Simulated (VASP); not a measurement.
Write the native input for VASP 6.6.1 that does the following.

| Property | Result |
| --- | --- |
| Task | single point |
| Functional | PBE |
| Potentials or basis | VASP PAW PBE potentials, release 64 (Ba_sv, Ag, As) |
| Cutoff | 520 eV |
| k mesh | 6 × 6 × 6 |
| Occupations | gaussian, width 0.1 eV |
| Spin | no spin polarisation |
| Dipole correction | no |
| Further INCAR settings | ALGO = Normal; EDIFF = 1e-06; NBANDS = 29 |

The structure of BaAg2As2 (e600) lies in POSCAR:

```
BaAg2As2
1.0
   -2.3012500000      2.3012500000      5.4336000000
    2.3012500000     -2.3012500000      5.4336000000
    2.3012500000      2.3012500000     -5.4336000000
Ba Ag As
1 2 2
Direct
    0.0000000000      0.0000000000      0.0000000000
    0.7500000000      0.2500000000      0.5000000000
    0.2500000000      0.7500000000      0.5000000000
    0.3842000000      0.3842000000      0.0000000000
    0.6158000000      0.6158000000      0.0000000000
```

The input as run:

INCAR

```
ALGO = Normal ; EDIFF = 1E-6
ENCUT = 520 ; GGA = PE
ISIF = 2 ; ISMEAR = 0
LASPH = True ; LCHARG = False
LREAL = False ; LWAVE = False
NBANDS = 29 ; NELM = 100
PREC = Accurate ; SIGMA = 0.1
```

KPOINTS

```
k-points
0
Gamma
  6 6 6
```

Potentials or basis: VASP PAW PBE potentials, release 64 (Ba_sv, Ag, As).

Launch:

```console
$ cat potpaw_PBE.64/Ba_sv/POTCAR potpaw_PBE.64/Ag/POTCAR potpaw_PBE.64/As/POTCAR > POTCAR
$ mpirun -np 1 vasp_std > vasp.out
```

Results of the run:

```
Pressure               : 2.9 GPa
Largest force          : 0.264 eV/Å
Band gap on the k mesh : none (metal or under the smearing width)
```

Run time: 90 s on 1 thread of Intel(R) Xeon(R) Platinum 8375C CPU @ 2.90GHz (Ice Lake), with other jobs on the host, peak memory 0.38 GiB.
